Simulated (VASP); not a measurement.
Data:

```yaml
crystal:
  lattice:
    - [0.00000, 2.41168, 2.41168]
    - [2.41168, 0.00000, 2.41168]
    - [2.41168, 2.41168, 0.00000]
  atoms:
    - { symbol: Ca, position: [0.00000, 0.00000, 0.00000] }
    - { symbol: O, position: [0.50000, 0.50000, 0.50000] }
```

Calculation: PBEsol GGA, VASP's PBE PAW potentials (set 64) (plane waves; VASP 6.6.1). Run with 520 eV cut-off, 10×10×10 Γ-centred mesh, Gaussian smearing of 0.050 eV, potentials Ca_sv O.

The job: CaO (rock salt), 2 atoms, PBEsol, static run, 520 eV, 10×10×10 Γ-centred mesh. Roughly how much core time does it take on a busy server core?

About 10 core-seconds (one run on a shared machine, a rough figure). It had 47 irreducible k-points, 12 bands, up to 769 plane waves and 14 electronic steps.

The compound is CaO in the rock salt structure. This cell is one point of a volume scan, at 1.03 of the reference volume.
